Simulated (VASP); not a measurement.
# SiSnPN with PBEsol + D3(BJ): from relaxation to properties, part 2 of 2

Aim: relax SiSnPN, then compute properties on the relaxed cell. The cell is invented: it takes the structure of a Materials Project entry for SnP (space group 107 there), with some of its atoms replaced by other elements, volume scaled by an estimate. It may not be a known or stable phase.

VASP 6.6.1; PBEsol with D3(BJ); plane waves and PAW (Sn_d, P, Si, N); invented cell.

So far. Step 4 (Density, ELF and potential (PBEsol + D3(BJ))): In this run the pressure is 0.00 GPa, small enough to go on. Step 5 (Band structure (PBEsol + D3(BJ))): There is no gap at this level. The relaxed cell has a, b, c = 4.749, 4.659, 5.337 Å (conventional setting).

**6. Density of states (PBEsol + D3(BJ)) (continued)**

The density of states has structure finer than the step of the table below, so its rows give means over 0.5 eV, whole bins alone (the curve runs from -12.0 to 7.43 eV). Peaks (eV: height): total -3.91: 2.86, 3.82: 2.63, 4.74: 2.64, 5.22: 3.00; N p -3.91: 0.638, -2.95: 0.661, -1.91: 0.370, 3.49: 0.326; P p -3.91: 0.338, -2.95: 0.335, -2.47: 0.276, 5.22: 0.228; Sn p 3.82: 0.346, 4.34: 0.401, 5.22: 0.456, 6.95: 0.461; Si p 3.53: 0.248, 3.82: 0.246, 5.22: 0.292, 6.58: 0.191.

States under -12.0 eV and over 7.4 eV are left out. Table of density of states by energy, zero at the Fermi level; means over each step; 7 of 8 lines; values in states/eV/cell:

```tsv
energy (eV)	total	N p	P p	Sn p	Si p	Sn s	Si s
-11.5	0.187	5.0e-4	6.1e-4	0.00493	0.00330	0.00814	0.00295
-11.0	0	0	0	0	0	0	0
-10.5	0	0	0	0	0	0	0
-10.0	0.182	0.00668	0.0179	0.00289	0.00177	0.00722	0.0444
-9.5	0.734	0.0332	0.0674	0.0104	0.00791	0.0877	0.142
-9.0	1.63	0.0804	0.150	0.0274	0.0267	0.269	0.248
-8.5	1.40	0.0849	0.118	0.0351	0.0259	0.304	0.141
-8.0	1.35	0.0914	0.111	0.0477	0.0298	0.281	0.103
-7.5	1.06	0.0754	0.0964	0.0541	0.0312	0.171	0.0630
-7.0	1.05	0.0760	0.117	0.0633	0.0530	0.111	0.0523
-6.5	1.07	0.0786	0.136	0.0816	0.0655	0.0579	0.0604
-6.0	1.22	0.138	0.137	0.110	0.0720	0.0591	0.0504
-5.5	1.51	0.222	0.153	0.134	0.0920	0.0672	0.0395
-5.0	1.76	0.306	0.174	0.149	0.111	0.0675	0.0323
-4.5	1.97	0.392	0.206	0.172	0.116	0.0519	0.0272
-4.0	2.49	0.547	0.289	0.228	0.130	0.0422	0.0321
-3.5	2.28	0.541	0.290	0.207	0.107	0.0284	0.0232
-3.0	2.28	0.586	0.299	0.189	0.0898	0.0259	0.0386
-2.5	1.69	0.465	0.231	0.113	0.0600	0.0181	0.0303
-2.0	1.24	0.328	0.158	0.0609	0.0578	0.0256	0.0424
-1.5	0.920	0.159	0.0734	0.0584	0.0755	0.0477	0.0753
-1.0	0.832	0.120	0.0427	0.0618	0.0759	0.0570	0.0789
-0.5	0.861	0.100	0.0430	0.0697	0.0826	0.0783	0.0573
0.0	0.974	0.111	0.0562	0.0813	0.0835	0.105	0.0387
0.5	1.40	0.140	0.0938	0.0947	0.125	0.130	0.0361
1.0	1.65	0.180	0.127	0.0887	0.137	0.147	0.0455
1.5	1.57	0.124	0.123	0.0989	0.132	0.0669	0.0648
2.0	1.73	0.181	0.0935	0.146	0.115	0.0603	0.0522
2.5	1.79	0.208	0.109	0.162	0.138	0.0959	0.0436
3.0	1.69	0.168	0.0959	0.144	0.153	0.0486	0.0345
3.5	2.18	0.254	0.0932	0.210	0.204	0.0385	0.0341
4.0	2.40	0.253	0.122	0.337	0.225	0.0456	0.0369
4.5	2.53	0.273	0.148	0.389	0.223	0.0369	0.0440
5.0	2.35	0.247	0.162	0.348	0.219	0.0271	0.0505
5.5	1.92	0.211	0.157	0.266	0.178	0.0251	0.0398
6.0	1.58	0.168	0.145	0.212	0.147	0.0230	0.0260
6.5	2.06	0.168	0.178	0.323	0.159	0.0229	0.0258
7.0	2.20	0.163	0.187	0.362	0.170	0.0220	0.0221
```

The finer mesh and the other smearing move the Fermi level by -0.02 eV from the 6×8×8 run, a small shift, which tests the Fermi level alone. Of the states within 0.3 eV of the Fermi level, the largest shares in the PAW spheres are N p 11 %, Sn s 11 % and Si p 9 %. The rest lies in smaller channels or between the spheres.

**7. Field gradients at the nuclei (PBEsol + D3(BJ))**

Field gradients probe how far the charge around each nucleus departs from cubic symmetry; LASPH keeps the non-spherical terms inside the spheres.

INCAR

```
SYSTEM = SiSnPN
PREC = Accurate
ENCUT = 520
EDIFF = 1E-07
NELM = 100
ISMEAR = -1
SIGMA = 0.05
LREAL = .FALSE.
ALGO = Normal
GGA = PS
IVDW = 12
NBANDS = 20
LORBIT = 11
LWAVE = .FALSE.
LCHARG = .FALSE.
KPAR = 2
LEFG = .TRUE.
LASPH = .TRUE.
```

POSCAR

```
SiSnPN
1.0
    4.7487191751      0.0000000000      0.0000000000
    0.0000000000      2.3293760766      2.6682830814
    0.0000000000     -2.3293760766      2.6682830814
Sn P Si N
1 1 1 1
Direct
    0.5000000000      0.5513454820      0.5513454820
    0.0000000000      0.3917948967      0.3917948967
    0.0000000000      0.9633191844      0.9633191844
    0.5000000000      0.9495384368      0.9495384368
```

KPOINTS

```
Automatic mesh
0
Gamma
6 8 8
0 0 0
```

The projector-augmented-wave data sets are Sn_d, P, Si and N (PBE family, release 64).

Launch:

```sh
mpirun -np 2 vasp_std
```

Wall time 74 s (2 MPI ranks of AMD EPYC 7R43, shared host); peak memory 0.46 GiB.

Numbers from this step:

```
bands                : 20
irreducible k-points : 84
free energy (TOTEN)  : -24.43 eV
Fermi energy         : 9.783 eV
pressure             : 0.01391 GPa
```

Electric field gradients, by row:

```tsv
atom	Vxx (V/Å²)	Vyy (V/Å²)	Vzz (V/Å²)	asymmetry
Sn1	-80.01	-64.01	144	0.111
P2	13.37	0.218	-13.59	0.968
Si3	-38.18	-21.72	59.91	0.275
N4	6.336	1.339	-7.675	0.651
```

The largest gradient, 144.03 V/Å², sits on Sn1; the stable nuclei of Sn have no quadrupole moment in their ground state, so NMR and NQR don't see it.

**8. Zone-centre phonons (PBEsol + D3(BJ))**

Zone-centre modes test whether the atoms sit at a minimum within this cell. IBRION = 6 takes the force constants from differences of forces between displaced cells, so the forces must be tight.

INCAR

```
SYSTEM = SiSnPN
PREC = Accurate
ENCUT = 520
EDIFF = 1E-08
NELM = 100
ISMEAR = 1
SIGMA = 0.2
LREAL = .FALSE.
ALGO = Normal
GGA = PS
IVDW = 12
NBANDS = 20
LORBIT = 11
LWAVE = .FALSE.
LCHARG = .FALSE.
KPAR = 2
IBRION = 6
NFREE = 2
POTIM = 0.015
ISIF = 2
NSW = 1
```

POSCAR is that of step 7.

KPOINTS

```
Automatic mesh
0
Gamma
8 11 11
0 0 0
```

Launch:

```sh
mpirun -np 2 vasp_std
```

Elapsed: 38 min, on 2 MPI ranks; peak memory 1.4 GiB; 75 min of CPU time.

The last energy, forces, stress and levels in OUTCAR belong to the last displaced cell, not to the cell of POSCAR.

Numbers from this step:

```
irreducible k-points      : 180
pressure of the cell      : -0.08861 GPa
largest force of the cell : 0.05704 eV/Å
```

Modes at Γ, with each element's share of the kinetic energy (negative means imaginary):

```tsv
mode	frequency (cm⁻¹)	symmetry	Sn %	P %	Si %	N %
1	-456.1	B	0	1	38	61
2	-0.3	acoustic	62	16	15	7
3	-0.1	acoustic	62	16	15	7
4	-0.1	acoustic	62	16	15	7
5	86.1	B	38	36	21	6
6	161.9	A1	31	38	31	1
7	213.7	B	23	1	46	30
8	320.3	B	1	9	4	87
9	390.7	B	15	83	0	2
10	404.9	A1	0	46	52	2
11	438.9	B	0	39	60	0
12	481.3	A1	7	0	3	90
```

Displacements in mode 1 (-456.1 cm⁻¹), the largest set to 1:
```
Sn1  0.00  0.00  0.00
P2  -0.07  0.00  0.00
Si3  0.56  0.00  0.00
N4  -1.00  0.00  0.00
```

Displacements in mode 12 (481.3 cm⁻¹), the largest set to 1:
```
Sn1  0.00  0.00 -0.10
P2   0.00  0.00  0.03
Si3  0.00  0.00 -0.12
N4   0.00  0.00  1.00
```

The three acoustic modes lie within 0.3 cm⁻¹ of zero, but one optical mode is imaginary, so the cell is a saddle point and not a minimum. By the characters of their eigenvectors the optical modes sort into (cm⁻¹) Raman active: B 456i, B 86, A1 162, B 214, B 320, B 391, A1 405, B 439, A1 481; infrared active: B 456i, B 86, A1 162, B 214, B 320, B 391, A1 405, B 439, A1 481. B labels carry no number here, since it depends on the setting of the axes.

**9. Summary of results**

| Property | Result |
| --- | --- |
| relaxed volume | 14.76 Å³/atom |
| relaxed conventional cell a, b, c | 4.749, 4.659, 5.337 Å |
| space group after relaxing, within 0.02 Å | Amm2 (No. 38) |
| band gap | none, a metal |
| DOS at the Fermi level | 1.08 states/eV/cell |
| largest field gradient Vzz | 144.03 V/Å² on Sn1 |
| highest zone-centre mode | 481 cm⁻¹ |
| imaginary zone-centre modes | 1, down to 456i cm⁻¹ |

With PBEsol + D3(BJ), SiSnPN relaxes to 14.76 Å³/atom in space group Amm2 (held by the symmetry of the run) and comes out as a metal. Band structure (PBEsol + D3(BJ)): Of the bands kept, 2 cross the Fermi level on this path. Zone-centre phonons (PBEsol + D3(BJ)): The highest mode in this list at Γ, 481.3 cm⁻¹, is mostly motion of N (90 % of the kinetic energy). 1 mode is imaginary, down to 456.1i cm⁻¹: the energy falls along it. Spin-orbit coupling is left out, and with elements this heavy it would split and shift bands near the Fermi level. Imaginary modes at Γ mean that the cell would distort to a lower symmetry. No search among competing phases was made. All values are for a static lattice at zero temperature.

[Lines on the potential files, build, host, timing and source positions are cut from VASP's logs without a mark.]

[Logs are printed without paths, hosts, clocks, repeated set-up lines and the standing remarks that a program may print on its own settings, such as how far it seeks lower states.]

[Hosts, paths, dates, database ids (printed as entryN), source tags and the programs' standing remarks are cut or masked in the printed files.]

[A measured line is paired with the nearest computed mode of its activity, which favours agreement.]
